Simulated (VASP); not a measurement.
Runs of VASP 6.6.1 on BaLiF3. All rows change the cell; the cell of one of them follows. It takes space group P4/mmm (No. 123, tetragonal). The conventional cell has a = 4.108 Å, b = 4.108 Å, c = 3.989 Å, α = 90.00°, β = 90.00°, γ = 90.00°. Ba (site symmetry 4/mmm) has 12 F at 2.86 to 2.90 Å as nearest neighbours. Around Li (site symmetry 4/mmm) lie 6 F at 1.99 to 2.05 Å. F (site symmetry mmm) is surrounded by 2 Li at 2.05 Å. F (site symmetry 4/mmm) has 2 Li at 1.99 Å as nearest neighbours. The cell comes from a database or a generator and needn't be the stable form of this composition.

| cell | gap on the mesh (eV) |
| --- | --- |
| strain +0.030 along x and y, +0.000 along z, atoms carried along | 6.23 |
| strain +0.015 along x and y, -0.015 along z, atoms carried along | 6.29 |
| strain -0.030 along x and y, -0.030 along z, atoms carried along | 6.58 |
| strain +0.015 along x and y, -0.030 along z, atoms carried along | (a) |

Alike in all rows: task single point; level LDA; potentials or basis VASP PAW LDA potentials, release 64 (Ba_sv, Li_sv, F); no spin polarisation; k mesh 6 × 6 × 6; cutoff (eV) 520; smearing gaussian 0.05 eV.

Problem. Fill in the values left out.

Solution. (a) 6.21.

Caveats: spin-orbit coupling is left out, which moves the levels of the heavy elements.

A k mesh can miss the band edges, and the runs leave out spin-orbit coupling on Ba.
